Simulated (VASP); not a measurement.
Output of a VASP run:

File OSZICAR:
```
...
DAV:   4    -0.860839735164E+02    0.82161E-03   -0.49728E-03 12305   0.433E-01    0.108E-01
DAV:   5    -0.860839155576E+02    0.57959E-04   -0.13794E-03 13056   0.226E-01    0.416E-02
DAV:   6    -0.860839088892E+02    0.66684E-05   -0.23995E-04 15242   0.108E-01    0.248E-02
DAV:   7    -0.860839205064E+02   -0.11617E-04   -0.44326E-05 14744   0.374E-02    0.178E-02
DAV:   8    -0.860839269297E+02   -0.64232E-05   -0.18749E-05 13207   0.221E-02    0.103E-02
DAV:   9    -0.860839318401E+02   -0.49104E-05   -0.60432E-06 11224   0.150E-02    0.460E-03
DAV:  10    -0.860839324704E+02   -0.63029E-06   -0.20831E-06  6366   0.982E-03
   2 F= -.86083932E+02 E0= -.86084182E+02  d E =-.323019E-03
       N       E                     dE             d eps       ncg     rms          rms(c)
DAV:   1    -0.860842088511E+02   -0.27701E-03   -0.45152E-02 10143   0.163E+00    0.237E-01
DAV:   2    -0.860865008317E+02   -0.22920E-02   -0.27421E-02 11919   0.842E-01    0.486E-01
DAV:   3    -0.860841781846E+02    0.23226E-02   -0.21155E-02 12485   0.570E-01    0.104E-01
DAV:   4    -0.860840791840E+02    0.99001E-04   -0.62604E-04 12097   0.157E-01    0.341E-02
DAV:   5    -0.860840730599E+02    0.61241E-05   -0.16570E-04 13064   0.792E-02    0.153E-02
DAV:   6    -0.860840708084E+02    0.22515E-05   -0.30776E-05 15253   0.389E-02    0.843E-03
DAV:   7    -0.860840706831E+02    0.12530E-06   -0.47588E-06  9890   0.132E-02
   3 F= -.86084071E+02 E0= -.86084296E+02  d E =-.461232E-03
       N       E                     dE             d eps       ncg     rms          rms(c)
DAV:   1    -0.860851740687E+02   -0.11033E-02   -0.12178E-01 10177   0.289E+00    0.470E-01
DAV:   2    -0.860923842875E+02   -0.72102E-02   -0.93820E-02 11667   0.156E+00    0.891E-01
DAV:   3    -0.860844133658E+02    0.79709E-02   -0.75036E-02 11759   0.108E+00    0.220E-01
DAV:   4    -0.860839486764E+02    0.46469E-03   -0.31533E-03 11138   0.316E-01    0.506E-02
DAV:   5    -0.860839650716E+02   -0.16395E-04   -0.35103E-04 15120   0.976E-02    0.266E-02
DAV:   6    -0.860839697800E+02   -0.47084E-05   -0.62281E-05 15146   0.452E-02    0.194E-02
DAV:   7    -0.860839712023E+02   -0.14224E-05   -0.19828E-05 13517   0.282E-02    0.152E-02
DAV:   8    -0.860839731288E+02   -0.19264E-05   -0.92779E-06 12409   0.167E-02    0.567E-03
DAV:   9    -0.860839723798E+02    0.74896E-06   -0.33458E-06  8527   0.118E-02
   4 F= -.86083972E+02 E0= -.86084226E+02  d E =0.983032E-04
       N       E                     dE             d eps       ncg     rms          rms(c)
DAV:   1    -0.860845832523E+02   -0.61012E-03   -0.45591E-02 10175   0.177E+00    0.288E-01
DAV:   2    -0.860872450524E+02   -0.26618E-02   -0.33689E-02 11840   0.949E-01    0.555E-01
DAV:   3    -0.860843097577E+02    0.29353E-02   -0.29110E-02 11855   0.667E-01    0.139E-01
DAV:   4    -0.860841206718E+02    0.18909E-03   -0.11870E-03 11200   0.191E-01    0.310E-02
DAV:   5    -0.860841286430E+02   -0.79713E-05   -0.13835E-04 15080   0.594E-02    0.165E-02
DAV:   6    -0.860841323011E+02   -0.36581E-05   -0.22907E-05 13954   0.279E-02    0.114E-02
DAV:   7    -0.860841340068E+02   -0.17058E-05   -0.66927E-06 10069   0.172E-02    0.880E-03
DAV:   8    -0.860841377170E+02   -0.37101E-05   -0.43756E-06  9933   0.114E-02    0.367E-03
DAV:   9    -0.860841389465E+02   -0.12295E-05   -0.11026E-06  5737   0.724E-03    0.835E-04
DAV:  10    -0.860841390395E+02   -0.93036E-07   -0.39882E-07  5226   0.558E-03
   5 F= -.86084139E+02 E0= -.86084376E+02  d E =-.683565E-04
```

**OUTCAR**
```
------------------------ aborting loop because EDIFF is reached ----------------------------------------
  FORCE on cell =-STRESS in cart. coord.  units (eV):
  Direction    XX          YY          ZZ          XY          YZ          ZX
  --------------------------------------------------------------------------------------
  Total        0.0001701      0.0001701      0.0001701      0.0022973     -0.0022973     -0.0022973
  in kB        0.0034072      0.0034072      0.0034072      0.0460095     -0.0460095     -0.0460095
  external PRESSURE =       0.0034072 kB  Pullay stress =       0.0000000 kB
  volume of cell :       80.00
      direct lattice vectors                 reciprocal lattice vectors
     0.000000000  2.155176987  2.155176987    -0.232081955  0.231917060  0.232081955
     2.155176987  0.000000000  2.155176987     0.231917060 -0.232081955  0.232081955
     8.614587248  8.614587248  0.006120699     0.058061713  0.058061713 -0.058061713
 POSITION                                       TOTAL-FORCE (eV/Angst)
 -----------------------------------------------------------------------------------
      0.00000      0.00000      0.00000        -0.000000     -0.000000      0.000000
      2.07961      2.07961      2.23074         0.002502      0.002502     -0.002502
      4.27856      4.27856      2.18697         0.006744      0.006744     -0.006744
      6.49120      6.49120      2.12951        -0.006744     -0.006744      0.006744
      8.69015      8.69015      2.08573        -0.002502     -0.002502      0.002502
      2.10252      2.10252      0.05266         0.001667      0.001667     -0.001667
      4.30729      4.30729      0.00306        -0.000000     -0.000000      0.000000
      8.66725      8.66725      4.26382        -0.001667     -0.001667      0.001667
 -----------------------------------------------------------------------------------
    total drift:                                0.000000     -0.000000      0.000000
  FREE ENERGIE OF THE ION-ELECTRON SYSTEM (eV)
  ---------------------------------------------------
  free  energy   TOTEN  =       -86.0841390395 eV

  energy  without entropy=      -86.0848488028  energy(sigma->0) =      -86.08437563

 reached required accuracy - stopping structural energy minimisation
```
(Selected blocks of OUTCAR.)

### POSCAR
```
Nb3VN4
1
    0.0000000000     2.1555587112     2.1555587112
    2.1555587112     0.0000000000     2.1555587112
    8.6169411368     8.6169411368     0.0052937079
V N Nb
1 4 3
Direct
  0.0000000000   0.0000000000   0.0000000000
  0.5171015901   0.5171015901   0.1121738074
  0.5067400965   0.5067400965   0.3699449276
  0.4932599035   0.4932599035   0.6300550724
  0.4828984099   0.4828984099   0.8878261926
  0.0124041442   0.0124041442   0.2406968918
  0.0000000000   0.0000000000   0.5000000000
  0.9875958558   0.9875958558   0.7593031082
```

Problem. Write an INCAR and KPOINTS that could have produced this output.

Solution. One answer among several that fit: the input of the run itself, PBEsol GGA, plane waves, VASP's PBE PAW potentials (set 64).

INCAR:
```
ALGO=Normal
ENCUT=520
LCHARG=F
SIGMA=0.1   # width (eV)
PREC=Accurate
IBRION=2   # conjugate gradients
LMAXMIX=4   # l cut-off of mixed one-centre charges
NELM=100
SYSTEM=Nb3VN4
LREAL=F   # projection in real space or not
GGA=PS   # PBEsol
LWAVE=F
NSW=60   # most ionic steps
ISMEAR=1
EDIFFG=-0.02
LASPH=T   # aspherical one-centre terms
ISIF=3   # ions, shape and volume
EDIFF=1E-6   # SCF stop (eV)
```

KPOINTS:
```
kpoints
0
gamma
  11 11 3
0 0 0
```

POTCAR, in this order: V_sv N Nb_sv (PBE.64 set). Program: vasp_std.

The structure was generated: Nb3VN4 was put into an ordered model structure (R-3m), which need not be its known phase. This run relaxes it. Symmetry was kept, so distortions that lower it aren't found. The start is the result of an earlier pass. The run is not spin-polarised, so no magnetic state was tried. VASP warned that the highest band is occupied, so more bands are needed.
